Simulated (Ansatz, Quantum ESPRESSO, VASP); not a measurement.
**Fitting the PBE energy curve of HfRu3**

```cif
data_structure
_symmetry_space_group_name_H-M 'Pm-3m'
_symmetry_Int_Tables_number 221
_cell_length_a 3.9558
_cell_length_b 3.9558
_cell_length_c 3.9558
_cell_angle_alpha 90.000
_cell_angle_beta 90.000
_cell_angle_gamma 90.000
_cell_volume 61.90
loop_
_atom_site_label
_atom_site_type_symbol
_atom_site_symmetry_multiplicity
_atom_site_Wyckoff_symbol
_atom_site_fract_x
_atom_site_fract_y
_atom_site_fract_z
_atom_site_occupancy
Hf1 Hf 1 a 0.00000 0.00000 0.00000 1
Ru1 Ru 3 c 0.00000 0.50000 0.50000 1
```

The cell comes from a database or a generator and needn't be the stable form of this composition.

The cell was scaled at fixed shape and fractions and run with Ansatz, Ansatz PAW, cutoff 420 eV; PBE, k mesh 7 × 7 × 7 on the cell of 4 atoms, fermi-dirac occupations of 0.05 eV, no spin polarisation, no spin-orbit coupling. Energies are those that the program minimises, any entropy of the smearing included. For a metal such a mesh isn't converged to the digits shown.

```tsv
V (Å³/atom)	energy over the lowest row (meV/atom)
14.5466	38.36
14.8561	?
15.1656	2.55
15.4751	0.00
15.7846	6.29
16.0941	20.46
16.4036	41.68
```

Task: Fit the third-order Birch-Murnaghan form, give V0, B0 and B′, and predict the energy left open.

Result: With y = (V0/V)^(2/3), E = E0 + (9 V0 B0/16) [(y - 1)³ B′ + (y - 1)² (6 - 4y)]. Least squares through the rows shown give V0 = 15.4045 Å³/atom, E0 = -0.23 meV, B0 = 232.8 GPa (1 eV/Å³ = 160.218 GPa) and B′ = 4.55, with a largest miss of 0.01 meV. At V = 14.8561 the form with these constants gives 14.94 meV; the run gave 14.95 meV an atom. Other set-ups at this level, from all their volumes (Å³/atom, GPa): Quantum ESPRESSO, SSSP 1.3 efficiency PBE: V0 15.392, B0 233.3; VASP, PBE PAW files Hf_pv, Ru_pv, 520 eV: V0 15.356, B0 234.1.
